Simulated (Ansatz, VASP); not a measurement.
## Sb (Antimony) in two plane-wave programs

Wanted: the spread between two codes on one cell, functional and k mesh. The cell is taken from a series of runs on this material, whose earlier steps may have relaxed, scaled, displaced or heated it; both programs get it as it stands.

Method: plane waves, with VASP 6.6.1 beside it; zone-centre phonons at PBE with D3(BJ), in Ansatz 0.2.0.

## Step 1: The structure

It takes space group R-3m (No. 166, trigonal). Conventional cell: a = 4.330 Å, b = 4.330 Å, c = 11.114 Å, α = 90.00°, β = 90.00°, γ = 120.00°. Sb has 3 Sb at 2.94 Å nearest.

As a file:

```xyz
2
Lattice="2.1652 1.2501 3.7045 -2.1652 1.2501 3.7045 0.0000 -2.5001 3.7045" Properties=species:S:1:pos:R:3 pbc="T T T"
Sb    0.0000    0.0000    2.6261
Sb    0.0000    0.0000    8.4875
```

## Step 2: VASP: zone-centre phonons, PBE with D3(BJ)

Second derivatives magnify differences that forces hide, and they need a tight electronic threshold.

Lines of VASP's logs that name or quote its potential files are left out, and so is its time.

The input, INCAR:

```
SYSTEM = Sb
PREC = Accurate
ENCUT = 500
EDIFF = 1E-08
NELM = 120
ISMEAR = -1
SIGMA = 0.15
LREAL = .FALSE.
ALGO = Normal
GGA = PE
IVDW = 12
NBANDS = 11
LORBIT = 11
LWAVE = .FALSE.
LCHARG = .FALSE.
ISIF = 2
IBRION = 6
NFREE = 2
POTIM = 0.015
NSW = 1
LASPH = .TRUE.
GGA_COMPAT = .FALSE.
KPAR = 2
```

The input, POSCAR:

```
Sb
1.0
    2.1651613223      1.2500564723      3.7045091119
   -2.1651613223      1.2500564723      3.7045091119
    0.0000000000     -2.5001129446      3.7045091119
Sb
2
Direct
    0.2362943694      0.2362943694      0.2362943694
    0.7637056306      0.7637056306      0.7637056306
```

The input, KPOINTS:

```
Automatic mesh
0
Gamma
12 12 12
0 0 0
```

Potentials, in the order of the species: Sb (PBE family, release 64).

The run is started by

```
mpirun -np 2 vasp_std
```

Numbers of over 12 decimals in the logs are rounded to 6 here.

The log of the run:

```text
[banner, memory and clock lines left out]
running    2 mpi-ranks, on    1 nodes
 distrk:  each k-point on    1 cores,    2 groups
 distr:  one band on    1 cores,    1 groups

 POSCAR found type information on POSCAR Sb
 POSCAR found :  1 types and       2 ions
 LDA part: xc-table for (Slater+PW92), standard interpolation
 POSCAR, INCAR and KPOINTS ok, starting setup
 FFT: planning ... GRIDC
 FFT: planning ... GRID_SOFT
 FFT: planning ... GRID
 WAVECAR not read
 entering main loop
       N       E                     dE             d eps       ncg     rms          rms(c)
DAV:   1     0.358152877674E+02    0.35815E+02   -0.35458E+03  4158   0.695E+02
DAV:   2    -0.629479446364E+01   -0.42110E+02   -0.40657E+02  5422   0.112E+02
DAV:   3    -0.824799736279E+01   -0.19532E+01   -0.19276E+01  5064   0.273E+01
DAV:   4    -0.826622856763E+01   -0.18231E-01   -0.18219E-01  4699   0.310E+00
DAV:   5    -0.826643643562E+01   -0.20787E-03   -0.20787E-03  4850   0.375E-01    0.294E+00
DAV:   6    -0.826704512288E+01   -0.60869E-03   -0.20055E-03  4712   0.335E-01    0.177E+00
DAV:   7    -0.826761212499E+01   -0.56700E-03   -0.48972E-03  4524   0.513E-01    0.840E-02
DAV:   8    -0.826773232801E+01   -0.12020E-03   -0.14715E-04  4829   0.803E-02    0.226E-02
DAV:   9    -0.826775587680E+01   -0.23549E-04   -0.33914E-05  4494   0.381E-02    0.384E-03
DAV:  10    -0.826775680106E+01   -0.92425E-06   -0.31198E-06  4925   0.102E-02    0.132E-03
DAV:  11    -0.826775687119E+01   -0.70133E-07   -0.32775E-07  4578   0.387E-03    0.936E-04
DAV:  12    -0.826775713995E+01   -0.26876E-06   -0.39683E-08  4737   0.118E-03    0.187E-04
DAV:  13    -0.826775714282E+01   -0.28676E-08   -0.53667E-09  3248   0.480E-04
   1 F= -.92169962E+01 E0= -.91980531E+01  d E =-.378861E-01
[...]
2 F= -.92167996E+01 E0= -.91978547E+01  d E =-.378897E-01
[...]
3 F= -.92167996E+01 E0= -.91978547E+01  d E =-.378897E-01
[...]
4 F= -.92170877E+01 E0= -.91972264E+01  d E =-.397225E-01
 Finite differences progress:
  Degree of freedom:   2/  2
  Displacement:        1/  2
  Total:               3/  4
 bond charge predicted
       N       E                     dE             d eps       ncg     rms          rms(c)
DAV:   1    -0.826627130336E+01    0.15994E-02   -0.23781E-01  4224   0.272E+00    0.103E-01
DAV:   2    -0.826676315483E+01   -0.49185E-03   -0.55998E-03  4777   0.557E-01    0.377E-02
DAV:   3    -0.826676095003E+01    0.22048E-05   -0.87048E-05  4744   0.707E-02    0.170E-02
DAV:   4    -0.826676412363E+01   -0.31736E-05   -0.10240E-05  4767   0.190E-02    0.512E-03
DAV:   5    -0.826676443338E+01   -0.30975E-06   -0.81707E-07  4641   0.561E-03    0.705E-04
DAV:   6    -0.826676440952E+01    0.23856E-07   -0.51294E-08  4755   0.146E-03    0.421E-04
DAV:   7    -0.826676438288E+01    0.26645E-07   -0.91040E-09  2652   0.538E-04    0.120E-04
DAV:   8    -0.826676437181E+01    0.11070E-07   -0.17127E-09  2367   0.275E-04    0.482E-05
DAV:   9    -0.826676437057E+01    0.12329E-08   -0.21755E-10  2259   0.107E-04
   5 F= -.92160263E+01 E0= -.91979157E+01  d E =-.362212E-01
 Finite differences progress:
  Degree of freedom:   2/  2
  Displacement:        2/  2
  Total:               4/  4
```

Parts of OUTCAR (step 2):

```text
ion  position               nearest neighbor table
   1  0.236  0.236  0.236-   2 2.94   2 2.94   2 2.94   2 3.30   2 3.30   2 3.30
   2  0.764  0.764  0.764-   1 2.94   1 2.94   1 2.94   1 3.30   1 3.30   1 3.30

  LATTYP: Found a trigonal (rhomboedric) cell.
 ALAT       =     4.4692228067
 COS(alpha) =     0.5305963051

 Subroutine GETGRP returns: Found 12 space group operations
 (whereof 12 operations were pure point group operations)

The static configuration has the point symmetry D_3d.

 Found    189 irreducible k-points:

   k-points           NKPTS =    189   k-points in BZ     NKDIM =    189   number of bands    NBANDS=     11

   dimension x,y,z NGX =    36 NGY =   36 NGZ =   36
   dimension x,y,z NGXF=    72 NGYF=   72 NGZF=   72

   ENCUT  =  500.0 eV  36.75 Ry    6.06 a.u.   8.15  8.15  8.15*2*pi/ulx,y,z

   NELECT =      10.0000    total number of electrons

 k-points in reciprocal lattice and weights: Automatic mesh
   0.00000000  0.00000000  0.00000000       0.001
   0.08333333  0.00000000  0.00000000       0.003
   0.16666667  0.00000000  0.00000000       0.003
   0.25000000  0.00000000 -0.00000000       0.003
   0.33333333 -0.00000000 -0.00000000       0.003
   0.41666667  0.00000000  0.00000000       0.003
   0.50000000  0.00000000 -0.00000000       0.002
   0.08333333  0.08333333  0.00000000       0.003
   0.16666667  0.08333333 -0.00000000       0.007
[...]
-0.41666667  0.50000000  0.41666667       0.003
   0.50000000  0.50000000  0.50000000       0.001

 Edisp (eV)   -0.94922

 average (electrostatic) potential at core
       1 -85.8336       2 -85.8336

 E-fermi :   7.2227

 k-point     1 :       0.0000    0.0000    0.0000
  band No.  band energies     occupation
      1      -5.3816      2.00000
      2       2.5520      2.00000
      3       5.3264      1.99999
      4       5.4940      1.99998
      5       5.4940      1.99998
      6       9.5809      0.00000
      7      10.0888      0.00000
      8      10.0888      0.00000
      9      12.2806      0.00000
     10      12.2806      0.00000
    ...

 k-point     2 :       0.0833    0.0000    0.0000
  band No.  band energies     occupation
      1      -5.3052      2.00000
      2       2.1852      2.00000
      3       5.3517      1.99999
      4       5.4838      1.99998
      5       5.6637      1.99994
      6       9.5003      0.00000
      7       9.8694      0.00000
      8       9.8712      0.00000
      9      11.9925      0.00000
     10      12.3030      0.00000
    ...

 k-point     3 :       0.1667    0.0000    0.0000
  band No.  band energies     occupation
      1      -5.0768      2.00000
      2       1.3379      2.00000
      3       5.3722      1.99999
      4       5.4633      1.99998
      5       6.0113      1.99938
      6       9.1531      0.00001
      7       9.3302      0.00000
      8       9.3446      0.00000
      9      11.8531      0.00000
     10      12.3830      0.00000
    ...

 Edisp (eV)   -0.94926

  Total      -0.14063    -0.14063    -0.12944    -0.00000    -0.00000     0.00000
  in kB      -3.74538    -3.74538    -3.44733    -0.00000    -0.00000     0.00000
  external pressure =       -3.65 kB  Pullay stress =        0.00 kB

  energy-cutoff  :      500.00
  volume of cell :       60.16
      direct lattice vectors                 reciprocal lattice vectors
     2.165161322  1.250056472  3.704509112     0.230929675  0.133327310  0.089980433
    -2.165161322  1.250056472  3.704509112    -0.230929675  0.133327310  0.089980433
     0.000000000 -2.500112945  3.704509112     0.000000000 -0.266654620  0.089980433

 POSITION                                       TOTAL-FORCE (eV/Angst)
 -----------------------------------------------------------------------------------
      0.00000      0.00000      2.61106         0.000000      0.000000      0.095959
      0.00000      0.00000      8.48746         0.000000      0.000000     -0.095959
 -----------------------------------------------------------------------------------
    total drift:                                0.000000     -0.000000     -0.000001

  FREE ENERGIE OF THE ION-ELECTRON SYSTEM (eV)
  ---------------------------------------------------
  free  energy   TOTEN  =        -9.2160262786 eV

  energy  without entropy=       -9.1798050327  energy(sigma->0) =       -9.19791566

 Eigenvectors and eigenvalues of the dynamical matrix
 ----------------------------------------------------

   1 f  =    3.957967 THz    24.868642 2PiTHz  132.023576 cm-1    16.368830 meV
             X         Y         Z           dx          dy          dz
      0.000000  0.000000  2.626064     0.000000    0.000000    0.707107
      0.000000  0.000000  8.487463    -0.000000    0.000000   -0.707107

   2 f  =    2.651373 THz    16.659069 2PiTHz   88.440290 cm-1    10.965194 meV
             X         Y         Z           dx          dy          dz
      0.000000  0.000000  2.626064     0.000001    0.707107   -0.000000
      0.000000  0.000000  8.487463    -0.000001   -0.707107    0.000000

   3 f  =    2.651373 THz    16.659069 2PiTHz   88.440290 cm-1    10.965194 meV
             X         Y         Z           dx          dy          dz
      0.000000  0.000000  2.626064    -0.707107    0.000001    0.000000
      0.000000  0.000000  8.487463     0.707107   -0.000001    0.000000

   4 f  =    0.000000 THz     0.000000 2PiTHz    0.000002 cm-1     0.000000 meV
             X         Y         Z           dx          dy          dz
      0.000000  0.000000  2.626064     0.295077   -0.642596    0.000000
      0.000000  0.000000  8.487463     0.295077   -0.642596    0.000000

   5 f  =    0.000000 THz     0.000000 2PiTHz    0.000000 cm-1     0.000000 meV
             X         Y         Z           dx          dy          dz
      0.000000  0.000000  2.626064     0.000000    0.000000    0.707107
      0.000000  0.000000  8.487463    -0.000000    0.000000    0.707107

   6 f/i=    0.000000 THz     0.000000 2PiTHz    0.000001 cm-1     0.000000 meV
             X         Y         Z           dx          dy          dz
      0.000000  0.000000  2.626064     0.642596    0.295077   -0.000000
      0.000000  0.000000  8.487463     0.642596    0.295077    0.000000

 ELASTIC MODULI CONTR FROM IONIC RELAXATION (kBar)
 Direction    XX          YY          ZZ          XY          YZ          ZX
 --------------------------------------------------------------------------------
 XX        -146.6283    -82.9942   -157.7788      0.0000     81.3926     -0.0000
 YY         -82.9942   -146.6283   -157.7788     -0.0000    -81.3926      0.0000
 ZZ        -157.7788   -157.7788   -216.8268     -0.0000     -0.0000      0.0000
 XY           0.0000     -0.0000     -0.0000    -31.8170     -0.0000     81.3925
 YZ          81.3926    -81.3926     -0.0000     -0.0000   -208.2139      0.0000
 ZX          -0.0000      0.0000      0.0000     81.3925      0.0000   -208.2137
 --------------------------------------------------------------------------------

 total charge
# of ion       s       p       d       tot
------------------------------------------
    1        1.213   1.145   0.036   2.394
    2        1.213   1.145   0.036   2.394
--------------------------------------------------
tot          2.427   2.289   0.072   4.788

[... 3 further parts left out ...]
```

CONTCAR:

```
Sb
   1.00000000000000
     2.1651613222999999    1.2500564723000001    3.7045091119000002
    -2.1651613222999999    1.2500564723000001    3.7045091119000002
     0.0000000000000000   -2.5001129446000001    3.7045091119000002
  Sb
     2
Direct
     0.2349446629074608    0.2349446629074608    0.2349446629074608
     0.7637056306000005    0.7637056306000005    0.7637056306000005
```

The last energy, forces, stress and levels in OUTCAR belong to the last displaced cell, not to the cell of POSCAR.

Levels, forces or a CONTCAR printed for this step are those of its last displaced cell, not of the structure at rest.

## Step 3: Ansatz: zone-centre phonons, PBE with D3(BJ)

Ansatz runs on its default PAW (the set named soft_2) files.

The same cell, functional, mesh and smearing now go to Ansatz, which takes its cutoff from its data sets.

The input, input.yaml:

```yaml
crystal:
  lattice:
    - [2.1651613223, 1.2500564723, 3.7045091119]
    - [-2.1651613223, 1.2500564723, 3.7045091119]
    - [0.0, -2.5001129446, 3.7045091119]
  atoms:
    - { symbol: Sb, position: [0.2362943694, 0.2362943694, 0.2362943694] }
    - { symbol: Sb, position: [0.7637056306, 0.7637056306, 0.7637056306] }
kpoints:
  mp_grid: { grid: [12, 12, 12] }
hamiltonian:
  xc: pbe
  dispersion: d3bj
scf:
  occupations: { method: fermi_dirac, width: 0.15 }
output:
  eigenvalues: true
phonons:
  method: dfpt
```

The run is started by

```
ansatz run input.yaml --threads 8 --pin off --max-ram 14336MiB --backend cpu --events-out ev --progress --plain --runs-dir out
```

The log of the run:

```text
Engine: ansatz 0.2.0, aarch64-unknown-linux-gnu
Pseudopotentials: kind: paw
Pseudopotential: Sb, paw, valence charge 15, recommended cutoff 420 eV (normal), Sb.paw.azcp
Functional definition: PBE
  parameter kappa = 0.804
  parameter beta = 0.066725
  exchange = pbe_x(kappa = kappa, mu = beta*pi^2/3)
  correlation = pbe_c(beta = beta)
Crystal: 2 atoms, lattice volume = 60.159 Å³
Basis set: ecut = 420 eV, 1183 PW (Γ), exchange–correlation on 60×60×60 points (8 copies of the dense FFT grid, shifted against one another)
Bands: 19, of which v1, the nominal top of the filled ones, is band 15 counted from 1 (14 counted from 0)
Symmetry: 12 space group operations
k-points: 476 of 1728 (irreducible under 2 space group operations, time reversal used)
Non-local potential: Sb, projectors of the file, l = 0: 2, l = 1: 2, l = 2: 2, l = 3: 2
PAW form: soft (Blöchl's): semilocal exchange-correlation on the pseudo side does not see the compensation charge
PAW one-centre angular grid: Sb, 590 points (default); XC on 64 Gauss nodes
Initial density: superposition of atomic densities (neutral atoms: chi_scale 0, normalization atom), corrected by the library's trained network
Initial wavefunctions: pseudopotential atomic-orbital guess
Functional: x = pbe(κ = 0.804, μ = 0.219515), c = pbe(β = 0.066725)
SCF iter   1: F=—  HF=-12969.919642 eV  |F-HF|=—  |Δ(HF+E_count)|=         —  Δρ=1.69e-3  dr2=1.90e-3  ethr=1.77e-3  ⟨swp⟩=5.8  Hψ=44754  notcnv=0
preconditioner: auto → Kerker (q_TF=auto, 2.430 Å⁻¹)  [metal: Δε(μ)=0.078 eV  Ē_g=8.648 eV  σ=0.150 eV  W_gap=0.13  n_scr=14 (ndim 8)  ℏωp=15.1 eV  f_vac=0.002  D(μ)=0.44/eV (n_scr^D=0)]
SCF iter   2: F=—  HF=-12969.918292 eV  |F-HF|=—  |Δ(HF+E_count)|=   1.35e-3  Δρ=9.26e-4  dr2=4.65e-4  ethr=6.32e-6  ⟨swp⟩=2.7  Hψ=21157  notcnv=0
SCF iter   3: F=—  HF=-12969.918333 eV  |F-HF|=—  |Δ(HF+E_count)|=   4.03e-5  Δρ=3.30e-4  dr2=5.34e-5  ethr=1.55e-6  ⟨swp⟩=2.6  Hψ=15628  notcnv=0
SCF iter   4: F=—  HF=-12969.918339 eV  |F-HF|=—  |Δ(HF+E_count)|=   6.43e-6  Δρ=1.24e-4  dr2=7.95e-6  ethr=1.78e-7  ⟨swp⟩=3.0  Hψ=16431  notcnv=0
SCF iter   5: F=—  HF=-12969.918340 eV  |F-HF|=—  |Δ(HF+E_count)|=   1.21e-6  Δρ=2.38e-5  dr2=6.02e-7  ethr=2.65e-8  ⟨swp⟩=2.0  Hψ=16196  notcnv=0
SCF iter   6: F=—  HF=-12969.918340 eV  |F-HF|=—  |Δ(HF+E_count)|=   8.97e-8  Δρ=9.15e-6  dr2=6.28e-8  ethr=2.01e-9  ⟨swp⟩=2.0  Hψ=11451  notcnv=0
SCF iter   7: F=—  HF=-12969.918340 eV  |F-HF|=—  |Δ(HF+E_count)|=   2.58e-8  Δρ=2.15e-6  dr2=3.61e-9  ethr=2.09e-10  ⟨swp⟩=3.0  Hψ=17288  notcnv=0
SCF iter   8: F=—  HF=-12969.918340 eV  |F-HF|=—  |Δ(HF+E_count)|=   1.85e-9  Δρ=6.44e-7  dr2=3.91e-10  ethr=1.20e-11  ⟨swp⟩=2.0  Hψ=11775  notcnv=0
SCF iter   9: F=—  HF=-12969.918340 eV  |F-HF|=—  |Δ(HF+E_count)|=  1.09e-10  Δρ=2.21e-7  dr2=4.71e-11  ethr=1.30e-12  ⟨swp⟩=2.7  Hψ=16345  notcnv=0
SCF iter  10: F=-12969.918340 eV  HF=-12969.918340 eV  |F-HF|=5.46e-12  |Δ(HF+E_count)|=  1.82e-11  Δρ=5.64e-8  dr2=2.69e-12  ethr=1.00e-12  ⟨swp⟩=6.0  Hψ=36872  notcnv=0
SCF 1 converged in 10 iterations: F = -12969.918340 eV  dr2 = 2.69e-12
  greatest PAW one-centre occupation: 0.996 electrons in one spin orbital (limit 2), on the Sb atom at site 1 (counted from 0), in its partial waves of l = 2
DFPT response loops at Γ: preconditioner auto → Kerker (q_TF=auto, 2.430 Å⁻¹) (partly filled bands, converged f_vac=0.002); β = 1.00, the filter's whole step (`scf.mixing.beta` (0.50) is not read by the response loops under this deck's `scf.mixing.preconditioner`; to damp them name `kerker` or `kerker_dos`, under which they read `scf.mixing.beta`, and type it under 1.00, their step now; both keys bind the ground state too); Broyden in place of MSR1
SCF converged after 10 iterations
Free energy (F): -12969.918340 eV
Harris-Foulkes:  -12969.918340 eV  (|F-HF|=5.46e-12)
Internal energy: -12969.880750 eV  (E = F + TS)
E sigma→0 (E₀):  -12969.899545 eV
Entropy (-TS):   -0.037591 eV (-18.795 meV/atom)
Fermi energy:    10.025007 eV
--- Per-component energies (eV) ---
  E_band       = -336.844331
  E_kinetic    = 413.897217
  E_local      = -3175.799972  (includes V_loc(G=0)·N_el)
  E_nonlocal   = 724.314978
  E_hartree    = 1440.930081
  E_xc         = -276.946961
  E_vxc        = -192.575228  (∫ρ·V_xc dr)
  E_paw        = -9150.532457  (= ΣΔE_a)
  E_vpaw       = -988.541488  (= ΣTr[D̂ρ^β])
  E_aug_tail   = -0.000003  (compensation charges beyond the density's cutoff)
  E_ewald      = -2944.794126
  E_disp       = -0.949506  (pairwise vdW)
  E_smearing   = -0.037591  (= −TS)
  E_closure    = 0.000000  (closes the sum)
  Σ components = -12969.918340   (vs F -12969.918340, Δ=0.00e0)
--- Band table (eV; the first three rows and the last of 476) ---
  k-point 0: bands = [... 11 lower, 5.3387, 8.1183, 8.3253, 8.3253, 12.4733, 12.9212, 12.9212, 15.1347]
  k-point 1: bands = [... 11 lower, 4.9776, 8.1483, 8.3169, 8.4878, 12.3766, 12.6914, 12.6939, 14.8423]
  k-point 2: bands = [... 11 lower, 4.1397, 8.1769, 8.3017, 8.8269, 11.9971, 12.1306, 12.1524, 14.7140]
  k-point 475: bands = [... 11 lower, 0.9699, 8.8948, 8.8948, 9.7106, 10.0829, 10.0829, 11.0309, 17.4370]
--- Phonons (Γ-DFPT): 2 representative perturbations + reference, on 476 of 1728 k-points (Σ response iterations 6) ---
  k mesh reduced under 2 symmetry operations, with k and −k counted as one. Each operation leaves every solved perturbation unchanged. A smaller set is not used because it would not reduce the number of displacements times k-points to solve
  ASR residual: 2.835e-5 → 0.000e0 eV/Å²; symmetrization residual: 3.180e-6 eV/Å²
  pairwise dispersion correction: d3bj (s6 = 1.0, s8 = 0.7875, a1 = 0.4289, a2_bohr = 4.4407), with the weights of each atom's references fixed at the reference crystal's, and the forces and stress that the weights' published response gives there kept as a pressure on the atom's counted neighbours (hamiltonian.dispersion)
  ASR residual per site (eV/Å²): 2.83e-5 2.83e-5
  Γ frequencies (cm⁻¹): 0.00 0.00 0.00 85.86 85.86 129.86
  non-analytic LO–TO correction: not included (Born effective charges unavailable; polar crystals: no LO–TO splitting at Γ)
```

## Step 4: Differences

Known differences besides the potentials themselves: the data sets hold 30 valence electrons in Ansatz (on its default PAW (the set named soft_2) files) and 10 in VASP; the cutoff is 420 eV in Ansatz and 500 eV in VASP; Ansatz takes the dispersion share of the force constants at frozen C6 weights, VASP differentiates the full forces; VASP uses finite displacements, Ansatz perturbation theory. Total energies have different zeros and are not compared.

Both answers:

```tsv
quantity	Ansatz	VASP	difference
optical mode 1 to 2 (cm⁻¹)	85.9	88.4	-2.92 %
optical mode 3 (cm⁻¹)	129.9	132.0	-1.64 %
```

Modes are paired by rising frequency, not by their patterns, so a pair may set unlike modes beside each other; they are those without the splitting of longitudinal modes.

## Step 5: Results

| Quantity | Value |
| --- | --- |
| r.m.s. difference of the optical zone-centre modes, each program's sorted by frequency (zone-centre phonons, PBE with D3(BJ)) | 2.4 cm⁻¹ |
| difference in optical mode 1 to 2 (zone-centre phonons, PBE with D3(BJ)) | -2.9 % |

**Reading.** The r.m.s. difference of the optical zone-centre modes, each program's sorted by frequency is 2.4 cm⁻¹ (zone-centre phonons, PBE with D3(BJ)). The data sets hold unlike numbers of valence electrons (30 in Ansatz and 10 in VASP), so part of the differences comes from the potentials. Among the rows given in per cent, the largest difference of the zone-centre phonons, PBE with D3(BJ) pair is in optical mode 1 to 2, -2.9 %. Such differences can come from data sets, numerical settings and the points named under the comparisons, not from the functional's error against experiment.

[Lines on the potential files, build, host, timing and source positions are cut from VASP's logs without a mark.]

[Logs are printed without paths, hosts, clocks, repeated set-up lines and the standing remarks that a program may print on its own settings, such as how far it seeks lower states.]

[Hosts, paths, dates, database ids (printed as entryN), source tags and the programs' standing remarks are cut or masked in the printed files.]
